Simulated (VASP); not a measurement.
All values below come from PBEsol GGA, VASP's PBE PAW potentials (set 64) (plane waves; VASP 6.6.1).

Input for VASP

### INCAR
```
SYSTEM  =  K(100) slab
PREC  =  Normal; ENCUT  =  400; LREAL  =  .FALSE.
LASPH  =  .TRUE.
EDIFF  =  1E-6; NELM  =  100; NELMIN  =  4
ALGO  =  Normal
ISMEAR  =  1; SIGMA  =  0.1
GGA  =  PS
LWAVE  =  .FALSE.; LCHARG  =  .FALSE.; LORBIT  =  11
LVHAR  =  .TRUE.
DIPOL  =  0.5 0.5 0.5
LDIPOL  =  .TRUE.; IDIPOL  =  3
```

File KPOINTS:
```
Regular mesh
0
G
 6 6 1
0 0 0
```

### POSCAR
```
K(100) slab
1
    5.2096860910     0.0000000000     0.0000000000
    0.0000000000     5.2096860910     0.0000000000
    0.0000000000     0.0000000000    25.2196167587
K
4
Direct
  0.5000000000   0.0000000000   0.3433980251
  0.0000000000   0.5000000000   0.4495117168
  0.5000000000   0.0000000000   0.5504882832
  0.0000000000   0.5000000000   0.6566019749
```

POTCAR, in this order: K_sv (PBE.64 set). Program: vasp_std. Read from the step before: WAVECAR.

Output

File OUTCAR:
```
 ion  position               nearest neighbor table
   1  0.500  0.000  0.343-
   2  0.000  0.500  0.450-
   3  0.500  0.000  0.550-
   4  0.000  0.500  0.657-
  LATTYP: Found a simple tetragonal cell.
 ALAT       =     5.2096860910
 C/A-ratio  =     4.8409090909
 Subroutine PRICEL returns:
 Original cell was already a primitive cell.
 Subroutine GETGRP returns: Found 16 space group operations
The static configuration has the point symmetry D_2d.
 The point group associated with its full space group is D_4h.
The dynamic configuration has the point symmetry D_2d.
 Subroutine INISYM returns: Found 16 space group operations
 Subroutine IBZKPT returns following result:
 Found     10 irreducible k-points:

 Following reciprocal coordinates:
            Coordinates               Weight
  0.000000  0.000000  0.000000      1.000000
  0.166667  0.000000  0.000000      4.000000
  0.333333  0.000000  0.000000      4.000000
  0.500000  0.000000  0.000000      2.000000
  0.166667  0.166667  0.000000      4.000000
...
```

OSZICAR:
```
       N       E                     dE             d eps       ncg     rms          rms(c)
DAV:   1    -0.409279062701E+01   -0.40928E+01   -0.51776E-04   494   0.189E-01    0.220E-02
DAV:   2    -0.409276836527E+01    0.22262E-04   -0.11134E-04   474   0.650E-02    0.110E-02
DAV:   3    -0.409276386621E+01    0.44991E-05   -0.28752E-05   506   0.419E-02    0.232E-03
DAV:   4    -0.409276424380E+01   -0.37759E-06   -0.25710E-06   400   0.116E-02
   1 F= -.40927642E+01 E0= -.40917387E+01  d E =-.307668E-02
```

### OUTCAR
```
------------------------ aborting loop because EDIFF is reached ----------------------------------------
  FORCE on cell =-STRESS in cart. coord.  units (eV):
  Direction    XX          YY          ZZ          XY          YZ          ZX
  --------------------------------------------------------------------------------------
  Total       -0.6936175     -0.6936175      0.1709727      0.0000000      0.0000000      0.0000000
  in kB       -1.6235626     -1.6235626      0.4001989      0.0000000      0.0000000      0.0000000
  external PRESSURE =      -0.9489755 kB  Pullay stress =       0.0000000 kB
  volume of cell :      684.48
      direct lattice vectors                 reciprocal lattice vectors
     5.209686091  0.000000000  0.000000000     0.191950145  0.000000000  0.000000000
     0.000000000  5.209686091  0.000000000     0.000000000  0.191950145  0.000000000
     0.000000000  0.000000000 25.219616759     0.000000000  0.000000000  0.039651673
 POSITION                                       TOTAL-FORCE (eV/Angst)
 -----------------------------------------------------------------------------------
      2.60484      0.00000      8.66037         0.000000      0.000000     -0.023619
      0.00000      2.60484     11.33651         0.000000     -0.000000     -0.000104
      2.60484      0.00000     13.88310         0.000000      0.000000      0.000104
      0.00000      2.60484     16.55925        -0.000000      0.000000      0.023619
 -----------------------------------------------------------------------------------
    total drift:                                0.000000      0.000000      0.000000
  FREE ENERGIE OF THE ION-ELECTRON SYSTEM (eV)
  ---------------------------------------------------
  free  energy   TOTEN  =        -4.0927642438 eV

  energy  without entropy=       -4.0896875630  energy(sigma->0) =       -4.09173868

 total charge

# of ion       s       p       d       tot
------------------------------------------
    1        1.979   5.541   0.004   7.523
    2        1.979   5.545   0.005   7.529
    3        1.979   5.545   0.005   7.529
    4        1.979   5.541   0.004   7.523
--------------------------------------------------
tot          7.916  22.172   0.017  30.104
```
(Selected blocks of OUTCAR.)

The cell is a thin slab with vacuum, built from K (bcc): (100) face.
